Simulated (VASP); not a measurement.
An input for Quantum ESPRESSO's pw.x (written as the equivalent of a VASP run, and not itself run):

```
&CONTROL
  calculation = 'vc-relax'
  pseudo_dir = './pseudo'
  outdir = './out'
  tprnfor = .true.
  tstress = .true.
  nstep = 40
  forc_conv_thr = 0.00078
/
&SYSTEM
  ibrav = 0
  nat = 5
  ntyp = 2
  ecutwfc = 84
  occupations = 'smearing'
  smearing = 'gaussian'
  degauss = 0.003675
  input_dft = 'pbe'
/
&ELECTRONS
  conv_thr = 7.3e-08
  electron_maxstep = 100
/
&IONS
/
&CELL
  press = 50
/
ATOMIC_SPECIES
  Mg 24.305 Mg.upf
  Sb 121.760 Sb.upf
CELL_PARAMETERS angstrom
     2.2291535   -3.8610073    0.0000000
     2.2291535    3.8610073   -0.0000000
    -0.0000000   -0.0000000    7.0120774
ATOMIC_POSITIONS crystal
  Mg   0.0000000  0.0000000  1.0000000
  Mg   0.3333330  0.6666670  0.6315812
  Mg   0.6666670  0.3333330  0.3684188
  Sb   0.3333330  0.6666670  0.2207412
  Sb   0.6666670  0.3333330  0.7792588
K_POINTS automatic
  6 6 3 0 0 0
```

### Question
Translate this input to VASP (INCAR, KPOINTS, POSCAR, choice of POTCAR).

### Answer
One answer among several that fit: 
INCAR:
```
SYSTEM  =  Mg3Sb2
PREC  =  Accurate; ENCUT  =  500; LREAL  =  .FALSE.
LASPH  =  .TRUE.
EDIFF  =  1E-6; NELM  =  100; ALGO  =  Normal
LMAXMIX  =  4
ISMEAR  =  0; SIGMA  =  0.05
GGA  =  PE
IBRION  =  2; NSW  =  40; ISIF  =  3
EDIFFG  =  -0.02; PSTRESS  =  50
LWAVE  =  .FALSE.; LCHARG  =  .FALSE.
```

File KPOINTS:
```
Automatic mesh
0
Gamma
6 6 3
0 0 0
```

### POSCAR
```
Mg3Sb2
1.0
  2.2291534566  -3.8610072581   0.0000000000
  2.2291534566   3.8610072581   0.0000000000
  0.0000000000   0.0000000000   7.0120774349
Mg Sb
3 2
Cart
  0.0000000000   0.0000000000   7.0120774349
  2.2291534566   1.2870049934   4.4286962535
  2.2291534566  -1.2870049934   2.5833811814
  2.2291534566   1.2870049934   1.5478542711
  2.2291534566  -1.2870049934   5.4642231638
```

POTCAR, in this order: Mg Sb (PBE.64 set). Program: vasp_std.

What does not carry over: the potentials are each code's own (VASP's PAW set, PseudoDojo norm-conserving files in pw.x), so ENCUT and ecutwfc are chosen apart and not converted; conv_thr bounds pw.x's estimated SCF error, while EDIFF bounds the energy change between steps; forc_conv_thr acts on force components and is met together with etot_conv_thr.

The compound is Mg3Sb2 in the a-la2o3 structure. It was relaxed first under an external pressure of 5 GPa.
